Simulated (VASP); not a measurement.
Here is the system:

```yaml
crystal:
  lattice:
    - [0.00000, 3.07170, 3.07170]
    - [3.07170, 0.00000, 3.07170]
    - [3.07170, 3.07170, 0.00000]
  atoms:
    - { symbol: Hg, position: [0.00000, 0.00000, 0.00000] }
    - { symbol: Se, position: [0.25000, 0.25000, 0.25000] }
```

Computed with PBEsol GGA with spin-orbit coupling, VASP's PBE PAW potentials (set 64) (plane waves; VASP). Settings: 400 eV cut-off, 9×9×9 Γ-centred mesh, Gaussian smearing of 0.050 eV, potentials Hg Se.

Estimate the energy per atom (σ→0), band gap (over mesh and band path) with the smallest direct gap where there is one.

| Property | Value |
|---|---|
| band gap (over mesh and band path) | none (metal, semimetal or under 0.01 eV) |
| energy per atom (σ→0) | -2.558 eV/atom |

Only differences to runs with the same potentials and settings are physical.

The compound is HgSe in the zinc blende structure. It was relaxed first.
